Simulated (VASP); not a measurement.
# ZrGe (relaxed from the rocksalt structure, space group Fm-3m): computed properties

These are r2SCAN meta-GGA, VASP's PBE PAW potentials (set 64) (plane waves; VASP) values and carry that method's errors.

```yaml
space_group: Fm-3m (225)
cell: a = b = c = 5.466 Å, α = β = γ = 90.00°
volume_per_atom: 20.42 Å³/atom
band gap (over mesh and band path): none (metal, semimetal or under 0.01 eV)
density: 6.66 g/cm³
```

```
CELL_PARAMETERS angstrom
      0.00000     2.73321     2.73321
      2.73321     0.00000     2.73321
      2.73321     2.73321     0.00000
ATOMIC_POSITIONS crystal
  Ge 0.00000 0.00000 0.00000
  Zr 0.50000 0.50000 0.50000
```

The structure was generated: ZrGe was put into the rocksalt type (Fm-3m), which need not be its known phase. It was relaxed first, which changed the volume by -21 %. Symmetry was kept, so distortions that lower it aren't found.
